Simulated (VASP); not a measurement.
Runs of VASP 6.6.1 on Au. It takes space group Fm-3m (No. 225, cubic). The conventional cell has a = 4.082 Å, b = 4.082 Å, c = 4.082 Å, α = 90.00°, β = 90.00°, γ = 90.00°. Au (site symmetry m-3m) is surrounded by 12 Au at 2.89 Å. 

```tsv
task	level	potentials or basis	cell	cutoff (eV)	pressure (GPa)
relaxation of cell and atoms	PBEsol	VASP PAW PBE potentials, release 64 (Au)	relaxed	600	0.0
band structure	LDA	VASP PAW LDA potentials, release 64 (Au)	as given	520	-4.1
band structure	PBE	VASP PAW PBE potentials, release 64 (Au)	as given	520	(a)
band structure	r2SCAN	VASP PAW PBE potentials, release 64 (Au)	as given	520	5.6
```

Alike in all rows: no spin polarisation; k mesh 16 × 16 × 16; smearing methfessel-paxton 0.1 eV.

Task: Estimate the missing entries.

Result: (a) 8.9.

Caveats: the PAW data sets were made with another functional, which shifts forces and pressure a little (some runs); the relaxation stopped at its first step, so nothing moved (some runs).
